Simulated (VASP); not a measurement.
Data:

```yaml
crystal:
  lattice:
    - [0.00000, 3.05218, 3.05218]
    - [3.05218, 0.00000, 3.05218]
    - [3.05218, 3.05218, 0.00000]
  atoms:
    - { symbol: Pb, position: [0.00000, 0.00000, 0.00000] }
    - { symbol: Se, position: [0.50000, 0.50000, 0.50000] }
```

All values below come from rev-vdW-DF2, VASP's PBE PAW potentials (set 64) (plane waves; VASP). Numerical set-up: 520 eV cut-off, 8×8×8 Γ-centred mesh, Gaussian smearing of 0.050 eV, potentials Pb_d Se.

Unless said otherwise, spin-orbit coupling is left out, though it shifts the bands of the heavy elements here.

Problem. Estimate the energy per atom (σ→0), pressure, band gap (on the k-mesh) with the smallest direct gap where there is one.

Solution. 
```yaml
band gap (on the k-mesh): 0.24 eV
smallest direct gap (on the k-mesh): 0.24 eV
energy per atom (σ→0): -1.995 eV/atom
pressure: 1.69 GPa
```

Only differences to runs with the same potentials and settings are physical.

The compound is PbSe in the rock salt structure. This cell is one point of a volume scan, at 0.97 of the reference volume.
